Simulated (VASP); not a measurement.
# Zn3B (Pm-3m) in VASP: further runs

The runs below take Zn3B through relaxation of cell and atoms, electrostatic potential, with PBE, RPBE.

Program: VASP 6.6.1. These are calculated values, not measurements. Logs are shortened: lines on timing, memory, paths and dates and some standing lists are left out, and cuts for length are marked.

**1. The crystal as given**

It takes space group Pm-3m (No. 221, cubic). The conventional cell has a = 3.703 Å, b = 3.703 Å, c = 3.703 Å, α = 90.00°, β = 90.00°, γ = 90.00°. Zn (site symmetry 4/mmm) has 8 Zn at 2.62 Å and 4 B at 2.62 Å as nearest neighbours. Around B (site symmetry m-3m) lie 12 Zn at 2.62 Å.

The cell was built by a generator and needn't be a form met in nature.

**2. Relaxation of cell and atoms, PBE**

INCAR reads:

```
PREC = Accurate
ENCUT = 600
EDIFF = 1E-6
ISMEAR = 1
SIGMA = 0.2
LREAL = F
LASPH = T
NELM = 100
ALGO = Normal
ISIF = 3
LWAVE = F
LCHARG = F
GGA = PE
IBRION = 2
NSW = 40
EDIFFG = -0.02
```

KPOINTS reads:

```
Automatic mesh
0
Gamma
  7 7 7
```

POSCAR reads:

```
Zn3B
1.0
    3.7032200000      0.0000000000      0.0000000000
    0.0000000000      3.7032200000      0.0000000000
    0.0000000000      0.0000000000      3.7032200000
Zn B
3 1
Direct
    0.0000000000      0.5000000000      0.5000000000
    0.5000000000      0.0000000000      0.5000000000
    0.5000000000      0.5000000000      0.0000000000
    0.0000000000      0.0000000000      0.0000000000
```

Potentials or basis: VASP PAW PBE potentials, release 64 (Zn, B).

On the command line:

```bash
> cat potpaw_PBE.64/Zn/POTCAR potpaw_PBE.64/B/POTCAR > POTCAR
> mpirun -np 1 vasp_std > vasp.out
```

OUTCAR:

```text
PREC = Accurate
   ENCUT = 600
   EDIFF = 1E-6
   ISMEAR = 1
   LREAL = F
   LASPH = T
   NELM = 100
   ISIF = 3
   GGA = PE
   IBRION = 2
   NSW = 40
   EDIFFG = -0.02

 ion  position               nearest neighbor table
   1  0.000  0.500  0.500-   2 2.62   3 2.62   3 2.62   2 2.62   2 2.62   3 2.62   3 2.62   2 2.62

   2  0.500  0.000  0.500-   1 2.62   3 2.62   3 2.62   1 2.62   3 2.62   3 2.62   1 2.62   1 2.62

   3  0.500  0.500  0.000-   1 2.62   2 2.62   1 2.62   2 2.62   2 2.62   2 2.62   1 2.62   1 2.62

   4  0.000  0.000  0.000-

  LATTYP: Found a simple cubic cell.
 ALAT       =     3.7032200000

  Lattice vectors:

 A1 = (   3.7032200000,   0.0000000000,   0.0000000000)
 A2 = (   0.0000000000,   3.7032200000,   0.0000000000)
 A3 = (   0.0000000000,   0.0000000000,   3.7032200000)

Analysis of symmetry for initial positions (statically):
=====================================================================
 Subroutine PRICEL returns:
 Original cell was already a primitive cell.

 Routine SETGRP: Setting up the symmetry group for a
 simple cubic supercell.

 Subroutine GETGRP returns: Found 48 space group operations
 (whereof 48 operations were pure point group operations)
 out of a pool of 48 trial point group operations.

The static configuration has the point symmetry O_h .

Analysis of symmetry for dynamics (positions and initial velocities):
=====================================================================
 Subroutine PRICEL returns:
 Original cell was already a primitive cell.

 Routine SETGRP: Setting up the symmetry group for a
 simple cubic supercell.

 Subroutine GETGRP returns: Found 48 space group operations
 (whereof 48 operations were pure point group operations)
 out of a pool of 48 trial point group operations.

The dynamic configuration has the point symmetry O_h .

 Subroutine INISYM returns: Found 48 space group operations
 (whereof 48 operations are pure point group operations),
[... 153 lines left out ...]
  -------------------------------------------------------------------------------------
  Total        0.2515988      0.2515988      0.2515988      0.0000000     -0.0000000      0.0000000
  in kB        7.9374440      7.9374440      7.9374440      0.0000000     -0.0000000      0.0000000
  external PRESSURE =       7.9374440 kB  Pullay stress =       0.0000000 kB

 VOLUME and BASIS-vectors are now :
 -----------------------------------------------------------------------------
  energy-cutoff  :      600.00
  volume of cell :       50.79
      direct lattice vectors                 reciprocal lattice vectors
     3.703220000  0.000000000  0.000000000     0.270035267  0.000000000  0.000000000
     0.000000000  3.703220000  0.000000000     0.000000000  0.270035267  0.000000000
     0.000000000  0.000000000  3.703220000     0.000000000  0.000000000  0.270035267

 POSITION                                       TOTAL-FORCE (eV/Angst)
 -----------------------------------------------------------------------------------
      0.00000      1.85161      1.85161         0.000000      0.000000      0.000000
      1.85161      0.00000      1.85161         0.000000      0.000000      0.000000
      1.85161      1.85161      0.00000         0.000000      0.000000      0.000000
      0.00000      0.00000      0.00000         0.000000      0.000000      0.000000
 -----------------------------------------------------------------------------------
    total drift:                                0.000000      0.000000     -0.000000

  FREE ENERGIE OF THE ION-ELECTRON SYSTEM (eV)
  ---------------------------------------------------
  free  energy   TOTEN  =        -7.4869629082 eV

  energy  without entropy=       -7.4795951660  energy(sigma->0) =       -7.48450699

--------------------------------------- Ionic step        2  -------------------------------------------

 number of electron      39.0000019 magnetization

 Free energy of the ion-electron system (eV)
  ---------------------------------------------------
  ext. energy  EPLUGINS =         0.00000000
  ---------------------------------------------------
  free energy    TOTEN  =        -7.48782640 eV

  energy without entropy =       -7.48000013  energy(sigma->0) =       -7.48521765

 E-fermi :   3.9988     XC(G=0): -11.8581

 val. band max:        3.9695760645   @ k =   0.2857   0.2857   0.0000
 cond. band min:       4.0511285071   @ k =   0.1429   0.0000   0.0000
 fundamental gap:      0.0815524427
 Fermi energy:         3.9988405309

 k-point     1 :       0.0000    0.0000    0.0000
  band No.  band energies     occupation
      1      -7.6976      2.00000
      2      -5.1038      2.00000
      3      -4.5426      2.00000
      4      -4.5426      2.00000
      5      -4.5426      2.00000
      6      -4.3143      2.00000
[... 509 lines left out ...]
     22       3.0599      2.00000
     23       4.1419      0.06966

------------------------ aborting loop because EDIFF is reached ----------------------------------------

  FORCE on cell =-STRESS in cart. coord.  units (eV):
  Direction    XX          YY          ZZ          XY          YZ          ZX
  --------------------------------------------------------------------------------------
  -------------------------------------------------------------------------------------
  Total       -0.0360130     -0.0360130     -0.0360130      0.0000000      0.0000000      0.0000000
  in kB       -1.1258587     -1.1258587     -1.1258587      0.0000000      0.0000000      0.0000000
  external PRESSURE =      -1.1258587 kB  Pullay stress =       0.0000000 kB

 VOLUME and BASIS-vectors are now :
 -----------------------------------------------------------------------------
  energy-cutoff  :      600.00
  volume of cell :       51.25
      direct lattice vectors                 reciprocal lattice vectors
     3.714457232 -0.000000000  0.000000000     0.269218337 -0.000000000  0.000000000
     0.000000000  3.714457232  0.000000000     0.000000000  0.269218337  0.000000000
    -0.000000000 -0.000000000  3.714457232    -0.000000000 -0.000000000  0.269218337

 POSITION                                       TOTAL-FORCE (eV/Angst)
 -----------------------------------------------------------------------------------
     -0.00000      1.85723      1.85723         0.000000      0.000000      0.000000
      1.85723     -0.00000      1.85723        -0.000000     -0.000000      0.000000
      1.85723      1.85723      0.00000        -0.000000      0.000000      0.000000
      0.00000      0.00000      0.00000        -0.000000      0.000000      0.000000
 -----------------------------------------------------------------------------------
    total drift:                                0.000000      0.000000     -0.000000

  FREE ENERGIE OF THE ION-ELECTRON SYSTEM (eV)
  ---------------------------------------------------
  free  energy   TOTEN  =        -7.4878264036 eV

  energy  without entropy=       -7.4800001338  energy(sigma->0) =       -7.48521765

 reached required accuracy - stopping structural energy minimisation
```

CONTCAR:

```text
Zn3B
   1.00000000000000
     3.7144572320214384   -0.0000000000000000    0.0000000000000000
     0.0000000000000000    3.7144572320214384    0.0000000000000000
    -0.0000000000000000   -0.0000000000000000    3.7144572320214384
  Zn              B
     3     1
Direct
     0.0000000000000000    0.5000000000000000    0.5000000000000000
     0.5000000000000000    0.0000000000000000    0.5000000000000000
     0.5000000000000000    0.5000000000000000    0.0000000000000000
     0.0000000000000000    0.0000000000000000    0.0000000000000000

  0.00000000E+00  0.00000000E+00  0.00000000E+00
  0.00000000E+00  0.00000000E+00  0.00000000E+00
  0.00000000E+00  0.00000000E+00  0.00000000E+00
  0.00000000E+00  0.00000000E+00  0.00000000E+00
```

It took 21 s on 1 thread of Intel Xeon 6975P-C (Granite Rapids), shared host; peak memory 0.17 GiB.

What came out:

```yaml
Free_energy: -7.4878 eV
Relaxed_volume: 12.81 Å³/atom
Relaxed_cell: a = 3.714 Å, b = 3.714 Å, c = 3.714 Å, α = 90.00°, β = 90.00°, γ = 90.00°
Space_group_after_relaxing_to_0.05_Å: Pm-3m (No. 221)
Energy_gained_by_relaxing: 0.2 meV/atom
Ionic_steps: 2
Pressure_after_relaxing: -0.1 GPa
Band_gap_on_the_k_mesh: none (metal or under the smearing width)
```

Step by step:
| step | energy change (eV) | largest force (eV/Å) | pressure (GPa) | volume (Å³) |
| --- | --- | --- | --- | --- |
| 1 | 0.0000 | 0.0000 | 0.79 | 50.79 |
| 2 | -0.0009 | 0.0000 | -0.11 | 51.25 |

Final structure:
```xyz
4
Lattice="3.7145 0.0000 0.0000 0.0000 3.7145 0.0000 0.0000 0.0000 3.7145" Properties=species:S:1:pos:R:3 pbc="T T T"
Zn    0.0000    1.8572    1.8572
Zn    1.8572    0.0000    1.8572
Zn    1.8572    1.8572    0.0000
B     0.0000    0.0000    0.0000
```

Levels at points of the mesh, in eV from the Fermi level:
```tsv
k point	band 16	band 17	band 18	band 19	band 20	band 21	band 22	band 23
(0.00, 0.00, 0.00)	-7.02	-2.13	-2.13	-2.13	-0.55	2.32	2.32	5.61
```

**3. Relaxation of cell and atoms, RPBE**

INCAR reads:

```
SYSTEM = Zn3B
  PREC = Accurate
  ENCUT = 600
  EDIFF = 1E-7
  ISMEAR = 1
  SIGMA = 0.2
  LREAL = .False.
  LASPH = .True.
  NELM = 100
  ALGO = Normal
  ISIF = 3
  LWAVE = .False.
  LCHARG = .False.
  GGA = RP
  IBRION = 2
  NSW = 60
  EDIFFG = -0.005
```

KPOINTS reads:

```
regular mesh
0
Gamma
  7 7 7
  0 0 0
```

POSCAR is that of step 2.

Potentials or basis: VASP PAW PBE potentials, release 64 (Zn, B).

On the command line:

```bash
> cat potpaw_PBE.64/Zn/POTCAR potpaw_PBE.64/B/POTCAR > POTCAR
> mpirun -np 1 vasp_std > vasp.out
```

OUTCAR:

```text
SYSTEM = Zn3B
   PREC = Accurate
   ENCUT = 600
   EDIFF = 1E-7
   ISMEAR = 1
   LREAL = .False.
   LASPH = .True.
   NELM = 100
   ISIF = 3
   GGA = RP
   IBRION = 2
   NSW = 60
   EDIFFG = -0.005

 ion  position               nearest neighbor table
   1  0.000  0.500  0.500-   2 2.62   3 2.62   3 2.62   2 2.62   2 2.62   3 2.62   3 2.62   2 2.62

   2  0.500  0.000  0.500-   1 2.62   3 2.62   3 2.62   1 2.62   3 2.62   3 2.62   1 2.62   1 2.62

   3  0.500  0.500  0.000-   1 2.62   2 2.62   1 2.62   2 2.62   2 2.62   2 2.62   1 2.62   1 2.62

   4  0.000  0.000  0.000-

  LATTYP: Found a simple cubic cell.
 ALAT       =     3.7032200000

  Lattice vectors:

[... 186 lines left out ...]
  --------------------------------------------------------------------------------------
  -------------------------------------------------------------------------------------
  Total        1.3125782      1.3125782      1.3125782      0.0000000      0.0000000     -0.0000000
  in kB       41.4092360     41.4092360     41.4092360      0.0000000      0.0000000     -0.0000000
  external PRESSURE =      41.4092360 kB  Pullay stress =       0.0000000 kB
[... 63 lines left out ...]
--------------------------------------- Ionic step        3  -------------------------------------------

 number of electron      39.0000077 magnetization

 Free energy of the ion-electron system (eV)
  ---------------------------------------------------
  ext. energy  EPLUGINS =         0.00000000
  ---------------------------------------------------
  free energy    TOTEN  =        -6.09372326 eV

  energy without entropy =       -6.08679076  energy(sigma->0) =       -6.09141243

 E-fermi :   3.8355     XC(G=0): -11.5595

 val. band max:        3.7810748234   @ k =   0.4286   0.4286   0.1429
 cond. band min:       3.8472131302   @ k =   0.2857   0.2857   0.0000
 fundamental gap:      0.0661383068
 Fermi energy:         3.8354966016

 k-point     1 :       0.0000    0.0000    0.0000
  band No.  band energies     occupation
      1      -7.5488      2.00000
      2      -5.0589      2.00000
      3      -4.5340      2.00000
      4      -4.5340      2.00000
      5      -4.5340      2.00000
      6      -4.3138      2.00000
[... 540 lines left out ...]
  FREE ENERGIE OF THE ION-ELECTRON SYSTEM (eV)
  ---------------------------------------------------
  free  energy   TOTEN  =        -6.0937232635 eV

  energy  without entropy=       -6.0867907582  energy(sigma->0) =       -6.09141243

 reached required accuracy - stopping structural energy minimisation
```

CONTCAR:

```text
Zn3B
   1.00000000000000
     3.7599811229660727    0.0000000000000000   -0.0000000000000000
     0.0000000000000000    3.7599811229660727    0.0000000000000000
    -0.0000000000000000    0.0000000000000000    3.7599811229660727
  Zn              B
     3     1
Direct
     0.0000000000000000    0.5000000000000000    0.5000000000000000
     0.5000000000000000    0.0000000000000000    0.5000000000000000
     0.5000000000000000    0.5000000000000000    0.0000000000000000
     0.0000000000000000    0.0000000000000000    0.0000000000000000

  0.00000000E+00  0.00000000E+00  0.00000000E+00
  0.00000000E+00  0.00000000E+00  0.00000000E+00
  0.00000000E+00  0.00000000E+00  0.00000000E+00
  0.00000000E+00  0.00000000E+00  0.00000000E+00
```

It took 32 s on 1 thread of Intel Xeon 6975P-C (Granite Rapids), shared host; peak memory 0.18 GiB.

Results:

```yaml
Free_energy: -6.0937 eV
Relaxed_volume: 13.29 Å³/atom
Relaxed_cell: a = 3.760 Å, b = 3.760 Å, c = 3.760 Å, α = 90.00°, β = 90.00°, γ = 90.00°
Space_group_after_relaxing_to_0.05_Å: Pm-3m (No. 221)
Energy_gained_by_relaxing: 7.3 meV/atom
Ionic_steps: 3
Pressure_after_relaxing: 0.0 GPa
Band_gap_on_the_k_mesh: none (metal or under the smearing width)
```

Step by step:
```csv
step,energy change (eV),largest force (eV/Å),pressure (GPa),volume (Å³)
1,0.0000,0.0000,4.14,50.79
2,-0.0292,0.0000,-0.12,53.24
3,-0.0292,0.0000,-0.02,53.16
```

Final structure:
```
CELL_PARAMETERS angstrom
3.75998 0.00000 0.00000
0.00000 3.75998 0.00000
0.00000 0.00000 3.75998
ATOMIC_POSITIONS crystal
Zn 0.00000 0.50000 0.50000
Zn 0.50000 0.00000 0.50000
Zn 0.50000 0.50000 0.00000
B 0.00000 0.00000 0.00000
```

Levels at points of the mesh, in eV from the Fermi level:
| k point | band 15 | band 16 | band 17 | band 18 | band 19 | band 20 | band 21 | band 22 | band 23 |
| --- | --- | --- | --- | --- | --- | --- | --- | --- | --- |
| (0.00, 0.00, 0.00) | -6.95 | -6.95 | -2.01 | -2.01 | -2.01 | -0.70 | 2.24 | 2.24 | 5.53 |

Caveat: the PAW data sets were made with another functional, which shifts forces and pressure a little.

**4. Electrostatic potential, PBE (volume scaled by 1.15)**

INCAR reads:

```
PREC = Single
ENCUT = 520
EDIFF = 1E-6
ISMEAR = 1
SIGMA = 0.1
LREAL = On
LASPH = True
NELM = 100
ALGO = Fast
ISIF = 2
LWAVE = False
LCHARG = True
GGA = PE
LVHAR = True
```

KPOINTS reads:

```
regular mesh
0
Gamma
  7 7 7
```

POSCAR reads:

```
Zn3B
1.0
    3.8798249071      0.0000000000      0.0000000000
    0.0000000000      3.8798249071      0.0000000000
    0.0000000000      0.0000000000      3.8798249071
Zn B
3 1
Cartesian
    0.0000000000      1.9399124536      1.9399124536
    1.9399124536      0.0000000000      1.9399124536
    1.9399124536      1.9399124536      0.0000000000
    0.0000000000      0.0000000000      0.0000000000
```

Potentials or basis: VASP PAW PBE potentials, release 64 (Zn, B).

On the command line:

```bash
> cat potpaw_PBE.64/Zn/POTCAR potpaw_PBE.64/B/POTCAR > POTCAR
> mpirun -np 1 vasp_std > vasp.out
```

OUTCAR:

```text
PREC = Single
   ENCUT = 520
   EDIFF = 1E-6
   ISMEAR = 1
   LREAL = On
   LASPH = True
   NELM = 100
   ISIF = 2
   GGA = PE

 ion  position               nearest neighbor table
   1  0.000  0.500  0.500-   2 2.74   3 2.74   2 2.74   3 2.74   3 2.74   2 2.74   3 2.74   2 2.74

   2  0.500  0.000  0.500-   1 2.74   3 2.74   1 2.74   3 2.74   3 2.74   1 2.74   1 2.74   3 2.74

   3  0.500  0.500  0.000-   1 2.74   2 2.74   1 2.74   2 2.74   2 2.74   1 2.74   1 2.74   2 2.74

   4  0.000  0.000  0.000-
[... 716 lines left out ...]
  Direction    XX          YY          ZZ          XY          YZ          ZX
  --------------------------------------------------------------------------------------
  -------------------------------------------------------------------------------------
  Total       -6.8859896     -6.8859896     -6.8859896     -0.0000000      0.0000000     -0.0000000
  in kB     -188.9037440   -188.9037440   -188.9037440     -0.0000000      0.0000000     -0.0000000
  external PRESSURE =    -188.9037440 kB  Pullay stress =       0.0000000 kB

 VOLUME and BASIS-vectors are now :
 -----------------------------------------------------------------------------
  energy-cutoff  :      520.00
  volume of cell :       58.40
      direct lattice vectors                 reciprocal lattice vectors
     3.879824907  0.000000000  0.000000000     0.257743590  0.000000000  0.000000000
     0.000000000  3.879824907  0.000000000     0.000000000  0.257743590  0.000000000
     0.000000000  0.000000000  3.879824907     0.000000000  0.000000000  0.257743590

 POSITION                                       TOTAL-FORCE (eV/Angst)
 -----------------------------------------------------------------------------------
      0.00000      1.93991      1.93991         0.000000      0.000000      0.000000
      1.93991      0.00000      1.93991         0.000000      0.000000      0.000000
      1.93991      1.93991      0.00000         0.000000      0.000000      0.000000
      0.00000      0.00000      0.00000         0.000000      0.000000      0.000000
 -----------------------------------------------------------------------------------
    total drift:                               -0.000000     -0.000000     -0.000000

  FREE ENERGIE OF THE ION-ELECTRON SYSTEM (eV)
  ---------------------------------------------------
  free  energy   TOTEN  =        -6.2047403474 eV

  energy  without entropy=       -6.1996407313  energy(sigma->0) =       -6.20304048
```

Run time: 17 s. Hardware: 1 thread of Intel Xeon 6975P-C (Granite Rapids), shared host; peak memory 0.12 GiB.

These settings aren't checked as converged (typed here: LREAL = On; PREC = Single): the numbers below hold their error.

What came out:

| Quantity | Value |
| --- | --- |
| Free energy | -6.2047 eV |
| Pressure | -18.9 GPa |
| Band gap on the k mesh | none (metal or under the smearing width) |

**5. For comparison**

An earlier run on the cell as given: functional PBE; potentials or basis VASP PAW PBE potentials, release 64 (Zn, B); cutoff 520 eV; k mesh 7 × 7 × 7; occupations fermi-dirac, width 0.05 eV; no spin polarisation.

* Pressure: 0.8 GPa
* Band gap on the k mesh: none (metal or under the smearing width)

**6. The runs side by side**

| task | level | cell | cutoff (eV) | smearing | gap on the mesh (eV) | pressure (GPa) | relaxed volume (Å³/atom) |
| --- | --- | --- | --- | --- | --- | --- | --- |
| relaxation of cell and atoms | PBE | relaxed | 600 | methfessel-paxton 0.2 eV | none | -0.1 | 12.81 |
| relaxation of cell and atoms | RPBE | relaxed | 600 | methfessel-paxton 0.2 eV | none | 0.0 | 13.29 |
| single point | PBE | as given | 520 | fermi-dirac 0.05 eV | none | 0.8 | - |

Alike in all rows: potentials or basis VASP PAW PBE potentials, release 64 (Zn, B); no spin polarisation; k mesh 7 × 7 × 7.

Caveats: the PAW data sets were made with another functional, which shifts forces and pressure a little (some runs).

Total energies depend on the potentials used, so only differences within one code and one set of settings carry meaning.
